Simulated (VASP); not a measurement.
All values below come from PBEsol GGA, VASP's PBE PAW potentials (set 64) (plane waves; VASP 6.6.1).

The input files of a VASP run:

**POSCAR**
```
Co
1
    1.2270483852    -2.1253103672     0.0122704839
    1.2270483852     2.1253103672     0.0122704839
    0.0395823079     0.0000000000     3.9582307857
Co
2
Direct
  0.3333330000   0.6666670000   0.2500000000
  0.6666670000   0.3333330000   0.7500000000
```

KPOINTS:
```
Automatic mesh
0
Gamma
16 16 8
0 0 0
```

### INCAR
```
ALGO=Normal
EDIFF=1E-7
ENCUT=480
GGA=PS
ISIF=2
ISMEAR=1
ISPIN=2
LASPH=.TRUE.
LCHARG=.FALSE.
LMAXMIX=4
LORBIT=10
LREAL=.FALSE.
LWAVE=.FALSE.
MAGMOM=1.6 1.6
NELM=100
PREC=Accurate
SIGMA=0.1
SYSTEM=Co
```

POTCAR, in this order: Co (PBE.64 set). Program: vasp_std.

What VASP printed:

File OUTCAR:
```
 ion  position               nearest neighbor table
   1  0.333  0.667  0.250-   2 2.41   2 2.41   2 2.43   2 2.43   2 2.45   2 2.45
   2  0.667  0.333  0.750-   1 2.41   1 2.41   1 2.43   1 2.43   1 2.45   1 2.45
  LATTYP: Found a base centered monoclinic cell.
 ALAT       =     2.4542194722
 B/A-ratio  =     1.7319643914
 C/A-ratio  =     1.6129073773
 COS(beta)  =    -0.0199980002
 Subroutine PRICEL returns:
 Original cell was already a primitive cell.
 Subroutine GETGRP returns: Found  4 space group operations
The static configuration has the point symmetry S_2 .
 The point group associated with its full space group is C_2h.
The dynamic configuration has the point symmetry S_2 .
The overall configuration has the point symmetry S_2 .
 Subroutine INISYM returns: Found  4 space group operations
 Subroutine IBZKPT returns following result:
 Found    554 irreducible k-points:

 Following reciprocal coordinates:
            Coordinates               Weight
  0.000000  0.000000  0.000000      1.000000
  0.062500  0.000000  0.000000      4.000000
  0.125000  0.000000  0.000000      4.000000
  0.187500  0.000000  0.000000      4.000000
  0.250000  0.000000  0.000000      4.000000
  0.312500  0.000000  0.000000      4.000000
  0.375000  0.000000  0.000000      4.000000
  0.437500  0.000000  0.000000      4.000000
  0.500000  0.000000  0.000000      2.000000
  0.062500  0.062500  0.000000      2.000000
  0.125000  0.062500  0.000000      4.000000
  0.187500  0.062500  0.000000      4.000000
  0.250000  0.062500  0.000000      4.000000
  0.312500  0.062500  0.000000      4.000000
  0.375000  0.062500  0.000000      4.000000
  0.437500  0.062500  0.000000      4.000000
  0.500000  0.062500  0.000000      4.000000
 -0.437500  0.062500 -0.000000      4.000000
 -0.375000  0.062500 -0.000000      4.000000
 -0.312500  0.062500  0.000000      4.000000
 -0.250000  0.062500 -0.000000      4.000000
 -0.187500  0.062500 -0.000000      4.000000
 -0.125000  0.062500  0.000000      4.000000
 -0.062500  0.062500  0.000000      2.000000
  0.125000  0.125000  0.000000      2.000000
  0.187500  0.125000  0.000000      4.000000
  0.250000  0.125000  0.000000      4.000000
  0.312500  0.125000 -0.000000      4.000000
  0.375000  0.125000  0.000000      4.000000
  0.437500  0.125000  0.000000      4.000000
  0.500000  0.125000  0.000000      4.000000
 -0.437500  0.125000  0.000000      4.000000
 -0.375000  0.125000 -0.000000      4.000000
 -0.312500  0.125000  0.000000      4.000000
 -0.250000  0.125000  0.000000      4.000000
 -0.187500  0.125000 -0.000000      4.000000
 -0.125000  0.125000  0.000000      2.000000
  0.187500  0.187500  0.000000      2.000000
  0.250000  0.187500  0.000000      4.000000
  0.312500  0.187500  0.000000      4.000000
   k-points           NKPTS =    554   k-points in BZ     NKDIM =    554   number of bands    NBANDS=     15
   number of dos      NEDOS =    301   number of ions     NIONS =      2
   total plane-waves  NPLWV =   9072
   dimension x,y,z NGX =    18 NGY =   18 NGZ =   28
   dimension x,y,z NGXF=    36 NGYF=   36 NGZF=   56
   ions per type =               2
   PREC   = accura    normal or accurate (medium, high low for compatibility)
   ISTART =      0    job   : 0-new  1-cont  2-samecut
   ICHARG =      2    charge: 1-file 2-atom 10-const
   ISPIN  =      2    spin polarized calculation?
   LNONCOLLINEAR =      F non collinear calculations
   LSORBIT =      F    spin-orbit coupling
   INIWAV =      1    electr: 0-lowe 1-rand  2-diag
   ENCUT  =  480.0 eV  35.28 Ry    5.94 a.u.   4.38  4.38  7.07*2*pi/ulx,y,z
...
```

### OSZICAR
```
       N       E                     dE             d eps       ncg     rms          rms(c)
DAV:   1     0.752859652638E+02    0.75286E+02   -0.79079E+03 33984   0.152E+03
DAV:   2    -0.159055129340E+02   -0.91191E+02   -0.84352E+02 33310   0.251E+02
DAV:   3    -0.179786471949E+02   -0.20731E+01   -0.20181E+01 39939   0.534E+01
DAV:   4    -0.180112626600E+02   -0.32615E-01   -0.32608E-01 47825   0.513E+00
DAV:   5    -0.180115483492E+02   -0.28569E-03   -0.28568E-03 41171   0.455E-01    0.165E+01
DAV:   6    -0.158921211229E+02    0.21194E+01   -0.14883E+01 36187   0.798E+01    0.741E+00
DAV:   7    -0.155136380971E+02    0.37848E+00   -0.19420E+00 38049   0.276E+01    0.397E+00
DAV:   8    -0.154904096934E+02    0.23228E-01   -0.20032E-02 46708   0.154E+00    0.193E+00
DAV:   9    -0.154738044253E+02    0.16605E-01   -0.35516E-03 51109   0.106E+00    0.663E-01
DAV:  10    -0.154726314939E+02    0.11729E-02   -0.30714E-03 45535   0.850E-01    0.275E-01
DAV:  11    -0.154731593473E+02   -0.52785E-03   -0.46119E-04 46251   0.353E-01    0.294E-02
DAV:  12    -0.154731538998E+02    0.54475E-05   -0.10370E-05 38131   0.349E-02    0.161E-02
DAV:  13    -0.154731539161E+02   -0.16347E-07   -0.23186E-06 48496   0.211E-02    0.843E-03
DAV:  14    -0.154731536329E+02    0.28324E-06   -0.30805E-07 34784   0.868E-03    0.131E-03
DAV:  15    -0.154731536385E+02   -0.56298E-08   -0.20786E-08 20008   0.194E-03
   1 F= -.15473154E+02 E0= -.15473501E+02  d E =0.104070E-02  mag=     3.1147
```

OUTCAR:
```
------------------------ aborting loop because EDIFF is reached ----------------------------------------
  FORCE on cell =-STRESS in cart. coord.  units (eV):
  Direction    XX          YY          ZZ          XY          YZ          ZX
  --------------------------------------------------------------------------------------
  Total       -0.0094086     -0.0099854      0.0685397      0.0000000      0.0000000     -0.3041406
  in kB       -0.7302388     -0.7750058      5.3196253      0.0000000      0.0000000    -23.6055022
  external PRESSURE =       1.2714602 kB  Pullay stress =       0.0000000 kB
  volume of cell :       20.64
      direct lattice vectors                 reciprocal lattice vectors
     1.227048385 -2.125310367  0.012270484     0.407522646 -0.235259757 -0.004075226
     1.227048385  2.125310367  0.012270484     0.407522646  0.235259757 -0.004075226
     0.039582308  0.000000000  3.958230786    -0.002526634  0.000000000  0.252663390
 POSITION                                       TOTAL-FORCE (eV/Angst)
 -----------------------------------------------------------------------------------
      1.23694      0.70844      1.00183        -0.000000     -0.004961     -0.000000
      1.25674     -0.70844      2.98094         0.000000      0.004961      0.000000
 -----------------------------------------------------------------------------------
    total drift:                                0.000000     -0.000000      0.000000
  FREE ENERGIE OF THE ION-ELECTRON SYSTEM (eV)
  ---------------------------------------------------
  free  energy   TOTEN  =       -15.4731536385 eV

  energy  without entropy=      -15.4741943384  energy(sigma->0) =      -15.47350054

 total charge

# of ion       s       p       d       tot
------------------------------------------
    1        0.510   0.569   7.295   8.374
    2        0.510   0.569   7.295   8.374
--------------------------------------------------
tot          1.020   1.138  14.590  16.748

 magnetization (x)

# of ion       s       p       d       tot
------------------------------------------
    1       -0.015  -0.053   1.633   1.564
    2       -0.015  -0.053   1.633   1.564
--------------------------------------------------
tot         -0.031  -0.107   3.266   3.128
```
(Selected blocks of OUTCAR.)

File OUTCAR:
```
 val. band max:       10.8025392414   @ k =  -0.1875  -0.1875   0.1250

 cond. band min:      10.8030579060   @ k =   0.3750   0.1250   0.5000


 Fermi energy:        10.8027489885

 spin component 1

 k-point     1 :       0.0000    0.0000    0.0000
  band No.  band energies     occupation
      1       1.5267      1.00000
      2       5.4163      1.00000
      3       8.1453      1.00000
      4       8.1624      1.00000
      5       8.1628      1.00000
      6       8.5053      1.00000
      7       8.5066      1.00000
      8       8.8740      1.00000
      9       8.8781      1.00000
     10      10.0768      1.00000
     11      10.0788      1.00000
     12      10.6648      1.03250
     13      17.6336      0.00000
     14      33.1038      0.00000
     15      36.1925      0.00000

 k-point     2 :       0.0625    0.0000    0.0000
  band No.  band energies     occupation
      1       1.6691      1.00000
      2       5.5040      1.00000
      3       7.9747      1.00000
      4       8.2318      1.00000
      5       8.3115      1.00000
      6       8.4712      1.00000
      7       8.5671      1.00000
      8       8.7978      1.00000
      9       8.8311      1.00000
     10       9.4223      1.00000
     11      10.0980      1.00000
     12      11.4930     -0.00000
     13      17.6546      0.00000
     14      32.1798      0.00000
     15      34.1914      0.00000

 k-point     3 :       0.1250    0.0000    0.0000
  band No.  band energies     occupation
      1       2.0880      1.00000
      2       5.7428      1.00000
      3       7.7567      1.00000
      4       8.3467      1.00000
      5       8.3508      1.00000
      6       8.4331      1.00000
      7       8.5340      1.00000
      8       8.7064      1.00000
      9       8.7523      1.00000
     10       8.9560      1.00000
     11      10.1462      1.00000
     12      12.6784     -0.00000
     13      17.7247      0.00000
...
```

The compound is Co in the hcp structure. This cell was strained or had an atom moved on purpose.
